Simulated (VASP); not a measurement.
HfIn4SiO6:

```
CELL_PARAMETERS angstrom
2.71585 -4.70357 0.00833
2.71585 4.70357 0.00833
-1.87915 0.00000 7.40127
ATOMIC_POSITIONS crystal
Hf 0.78835 0.21165 0.00000
In 0.62175 0.37825 0.50000
In 0.45502 0.54498 0.00000
In 0.28407 0.71593 0.50000
In 0.95814 0.04186 0.50000
Si 0.12168 0.87832 0.00000
O 0.06219 0.11415 0.86666
O 0.88585 0.93781 0.13334
O 0.79490 0.53784 0.86663
O 0.46216 0.20510 0.13337
O 0.15352 0.62879 0.13333
O 0.37121 0.84648 0.86667
```

The cell was built by a generator and needn't be a form met in nature.

```yaml
Program: VASP 6.6.1
Task: relaxation of cell and atoms
Functional: PBE
Dispersion: D3
Potentials_or_basis: VASP PAW PBE potentials, release 64 (Hf_pv, In_d, Si, O)
Cutoff: 600 eV
k_mesh: 6 × 6 × 4
Occupations: fermi-dirac, width 0.05 eV
Spin: no spin polarisation
```

At the start: pressure -2.3 GPa; volume 15.77 Å³/atom.

How do energy, volume and symmetry change on relaxing?

Over 9 steps the energy falls by 3.2 meV/atom and the volume is 15.32 Å³/atom (-2.8 %); space group C2 (No. 5, to 0.05 Å).

Step by step:
| step | energy change (eV) | largest force (eV/Å) | pressure (GPa) | volume (Å³) |
| --- | --- | --- | --- | --- |
| 1 | 0.0000 | 0.1463 | -2.28 | 189.24 |
| 2 | -0.0083 | 0.3498 | 1.96 | 183.15 |
| 3 | -0.0267 | 0.1731 | -0.04 | 185.86 |
| 4 | -0.0332 | 0.0841 | -0.06 | 185.24 |
| 5 | -0.0355 | 0.0732 | -0.07 | 184.51 |
| 6 | -0.0380 | 0.0244 | 0.00 | 183.99 |
| 7 | -0.0382 | 0.0156 | 0.02 | 183.81 |
| 8 | -0.0382 | 0.0155 | 0.02 | 183.79 |
| 9 | -0.0383 | 0.0049 | 0.00 | 183.88 |

Final structure:
```xyz
12
Lattice="2.6989 -4.6696 0.0079 2.6989 4.6696 0.0079 -1.8682 0.0000 7.2895" Properties=species:S:1:pos:R:3 pbc="T T T"
Hf    2.6989   -2.6921    0.0079
In    1.7648   -1.1326    3.6527
In    2.6989    0.4204    0.0079
In    1.7648    2.0105    3.6527
In    1.7648   -4.2772    3.6527
Si    2.6989    3.5335    0.0079
O    -1.1483    0.2472    6.3015
O     4.6779    0.2472    1.0039
O     1.9768   -1.2073    6.3099
O     1.5528   -1.2073    0.9954
O     1.8563    2.2210    0.9958
O     1.6733    2.2210    6.3095
```

Caveat: pairwise dispersion overbinds metals, which lowers pressure and volume.
